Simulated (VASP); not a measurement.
Output of a VASP run:

**OSZICAR**
```
       N       E                     dE             d eps       ncg     rms          rms(c)
DAV:   1     0.473192952945E+03    0.47319E+03   -0.20475E+04   670   0.233E+03
DAV:   2     0.526986101875E+02   -0.42049E+03   -0.41081E+03   616   0.620E+02
DAV:   3    -0.188531653956E+02   -0.71552E+02   -0.71003E+02   656   0.165E+02
DAV:   4    -0.221470679698E+02   -0.32939E+01   -0.32863E+01   607   0.435E+01
DAV:   5    -0.222470837201E+02   -0.10002E+00   -0.99953E-01   727   0.698E+00    0.119E+01
DAV:   6    -0.218339608689E+02    0.41312E+00   -0.90304E-01   686   0.650E+00    0.706E+00
DAV:   7    -0.218289536067E+02    0.50073E-02   -0.35848E-01   774   0.293E+00    0.168E+00
DAV:   8    -0.218251988596E+02    0.37547E-02   -0.70866E-02   720   0.214E+00    0.191E-01
DAV:   9    -0.218249606429E+02    0.23822E-03   -0.53008E-03   719   0.655E-01    0.795E-02
DAV:  10    -0.218250619154E+02   -0.10127E-03   -0.34255E-04   656   0.117E-01    0.421E-02
DAV:  11    -0.218250922224E+02   -0.30307E-04   -0.41156E-05   695   0.361E-02    0.116E-02
DAV:  12    -0.218250925825E+02   -0.36001E-06   -0.46100E-06   568   0.149E-02
   1 F= -.21825093E+02 E0= -.21824583E+02  d E =-.101962E-02
```

**OUTCAR**
```
------------------------ aborting loop because EDIFF is reached ----------------------------------------
  FORCE on cell =-STRESS in cart. coord.  units (eV):
  Direction    XX          YY          ZZ          XY          YZ          ZX
  --------------------------------------------------------------------------------------
  Total        5.2177783      5.2089474      6.3261397     -0.0339252     -0.1381283      0.0710922
  in kB       61.3441799     61.2403577     74.3749216     -0.3988504     -1.6239415      0.8358138
  external PRESSURE =      65.6531531 kB  Pullay stress =       0.0000000 kB
  volume of cell :      136.28
      direct lattice vectors                 reciprocal lattice vectors
     5.959061000  0.000000000  0.000000000     0.167811674  0.000000000  0.000000000
     0.000000000  5.959061000  0.000000000     0.000000000  0.167811674  0.000000000
     0.000000000  0.000000000  3.837666000     0.000000000  0.000000000  0.260575047
 POSITION                                       TOTAL-FORCE (eV/Angst)
 -----------------------------------------------------------------------------------
      5.94600      5.94010      0.00169         0.033584      0.113809     -0.012111
      2.98963      2.98033      1.92250        -0.135713     -0.120453     -0.007341
      1.82545      1.83882      3.83739        -0.549310     -0.579860      0.015464
      4.81835      1.19948      1.92241        -0.323874      0.295120     -0.037624
      1.15047      4.80037      1.90541         0.363545     -0.350032      0.055129
      4.12683      4.09761      0.00475         0.611768      0.641417     -0.013519
 -----------------------------------------------------------------------------------
    total drift:                                0.001094     -0.000003     -0.001687
  FREE ENERGIE OF THE ION-ELECTRON SYSTEM (eV)
  ---------------------------------------------------
  free  energy   TOTEN  =       -21.8250925825 eV

  energy  without entropy=      -21.8240729598  energy(sigma->0) =      -21.82458277
```
(Selected blocks of OUTCAR.)

File POSCAR:
```
GeCl2
1
    5.9590610000     0.0000000000     0.0000000000
    0.0000000000     5.9590610000     0.0000000000
    0.0000000000     0.0000000000     3.8376660000
Ge Cl
2 4
Direct
 -0.0021920000  -0.0031820000   0.0004410000
  0.5016940000   0.5001350000   0.5009550000
  0.3063310000   0.3085760000  -0.0000720000
  0.8085750000   0.2012870000   0.5009330000
  0.1930620000   0.8055580000   0.4965030000
  0.6925310000   0.6876260000   0.0012390000
```

Q: Write an INCAR and KPOINTS that could have produced this output.

A: This is not unique; one that fits is the input of the run itself, PBEsol GGA, plane waves, VASP's PBE PAW potentials (set 64).

KPOINTS:
```
Automatic mesh
0
Gamma
2 2 3
```

### INCAR
```
# general
SYSTEM =GeCl2
PREC   =Accurate
ENCUT  =300
LREAL  =F
LASPH  =T

# electronic loop
EDIFF  =1E-6
NELM   =100
ALGO   =Normal
LMAXMIX=4

# smearing
ISMEAR =-1
SIGMA  =0.136

# functional
GGA    =PS

# ions
ISIF   =2

# output
LWAVE  =F
LCHARG =F
```

POTCAR, in this order: Ge_d Cl (PBE.64 set). Program: vasp_std.

At this cut-off the stress carries a Pulay error, which pulls relaxed volumes low.

The structure was generated: GeCl2 was put into an ordered model structure, which need not be its known phase. The cell was not relaxed at this level, atoms are displaced from their ideal sites. The k-mesh is coarse (spacing up to 0.55 per Å, 2π included), so the numbers may not be converged in it. The run is one of a series of settings (GGA = PS against the base run), some of them coarse on purpose.
